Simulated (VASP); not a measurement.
Computed with PBE GGA, VASP's PBE PAW potentials (set 64) (plane waves; VASP).

A VASP calculation is set up with these files.

INCAR:
```
! general
SYSTEM   =  ZnS
PREC     =  Accurate
ENCUT    =  400
LREAL    =  .False.
LASPH    =  .True.

! electronic loop
EDIFF    =  1E-6
NELM     =  100
ALGO     =  Normal
LMAXMIX  =  4

! smearing
ISMEAR   =  0
SIGMA    =  0.05

! functional
GGA      =  PE

! ions
ISIF     =  2

! output
LWAVE    =  .False.
LCHARG   =  .False.
```

File POSCAR:
```
ZnS
1
    0.0000000000     2.7050000000     2.7050000000
    2.7050000000     0.0000000000     2.7050000000
    2.7050000000     2.7050000000     0.0000000000
Zn S
1 1
Direct
  0.0000000000   0.0000000000   0.0000000000
  0.2500000000   0.2500000000   0.2500000000
```

KPOINTS:
```
kpoints
0
G
11 11 11
```

POTCAR, in this order: Zn S (PBE.64 set). Program: vasp_std.

The run wrote:

OSZICAR:
```
       N       E                     dE             d eps       ncg     rms          rms(c)
DAV:   1     0.792372403431E+02    0.79237E+02   -0.78665E+03  1464   0.139E+03
DAV:   2    -0.189590124548E+01   -0.81133E+02   -0.77119E+02  1596   0.253E+02
DAV:   3    -0.720797719725E+01   -0.53121E+01   -0.52900E+01  1766   0.683E+01
DAV:   4    -0.727334686651E+01   -0.65370E-01   -0.65349E-01  1671   0.807E+00
DAV:   5    -0.727435648463E+01   -0.10096E-02   -0.10096E-02  1756   0.986E-01    0.705E+00
DAV:   6    -0.686320429535E+01    0.41115E+00   -0.95609E-01  2154   0.367E+01    0.544E+00
DAV:   7    -0.684732514343E+01    0.15879E-01   -0.34339E-01  1526   0.572E+00    0.274E+00
DAV:   8    -0.684680427036E+01    0.52087E-03   -0.55372E-03  1686   0.725E-01    0.798E-01
DAV:   9    -0.684708773066E+01   -0.28346E-03   -0.11577E-03  1649   0.316E-01    0.121E-01
DAV:  10    -0.684722980235E+01   -0.14207E-03   -0.13191E-04  1621   0.126E-01    0.580E-02
DAV:  11    -0.684724980766E+01   -0.20005E-04   -0.31562E-05  1606   0.747E-02    0.645E-03
DAV:  12    -0.684725086783E+01   -0.10602E-05   -0.28255E-06  1690   0.197E-02    0.480E-03
DAV:  13    -0.684725073125E+01    0.13658E-06   -0.27723E-07   908   0.123E-02
   1 F= -.68472507E+01 E0= -.68472507E+01  d E =-.239029E-16
```

OUTCAR:
```
------------------------ aborting loop because EDIFF is reached ----------------------------------------
  FORCE on cell =-STRESS in cart. coord.  units (eV):
  Direction    XX          YY          ZZ          XY          YZ          ZX
  --------------------------------------------------------------------------------------
  Total        0.3103483      0.3103483      0.3103483     -0.0000000      0.0000000     -0.0000000
  in kB       12.5611152     12.5611152     12.5611152     -0.0000000      0.0000000     -0.0000000
  external PRESSURE =      12.5611152 kB  Pullay stress =       0.0000000 kB
  volume of cell :       39.59
      direct lattice vectors                 reciprocal lattice vectors
     0.000000000  2.705000000  2.705000000    -0.184842884  0.184842884  0.184842884
     2.705000000  0.000000000  2.705000000     0.184842884 -0.184842884  0.184842884
     2.705000000  2.705000000  0.000000000     0.184842884  0.184842884 -0.184842884
  FREE ENERGIE OF THE ION-ELECTRON SYSTEM (eV)
  ---------------------------------------------------
  free  energy   TOTEN  =        -6.8472507313 eV

  energy  without entropy=       -6.8472507313  energy(sigma->0) =       -6.84725073
```
(Selected blocks of OUTCAR.)

The compound is ZnS in the zinc blende structure. The cell was not relaxed at this level. The run is one of a series of settings (KPOINTS 11×11×11 Γ-centred mesh against the base run), some of them coarse on purpose.
